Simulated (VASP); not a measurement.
Consider the following.

```
C
1.0
    1.22846    -2.12775     0.00000
    1.22846     2.12775     0.00000
    0.00000     0.00000     6.64849
C
4
Direct
  0.00000   0.00000   0.25000
  0.00000   0.00000   0.75000
  0.33333   0.66667   0.25000
  0.66667   0.33333   0.75000
```

These are r2SCAN+rVV10, VASP's PBE PAW potentials (set 64) (plane waves; VASP) values and carry that method's errors. Settings: 520 eV cut-off, 11×11×4 Γ-centred mesh, tetrahedra with Blöchl corrections, potentials C.

The cores are frozen, which limits the accuracy of field gradients.

**Question.** Give the principal components of the electric field gradient (V/Å²) and the asymmetry η at each nucleus.

**Answer.** 
```csv
atom,Vxx,Vyy,Vzz,η
C1,-17.0,-17.0,34.0,0.00
C2,-17.0,-17.0,34.0,0.00
C3,-15.8,-15.8,31.6,0.00
C4,-15.8,-15.8,31.6,0.00
```

The compound is C in the graphite structure. It was relaxed first.
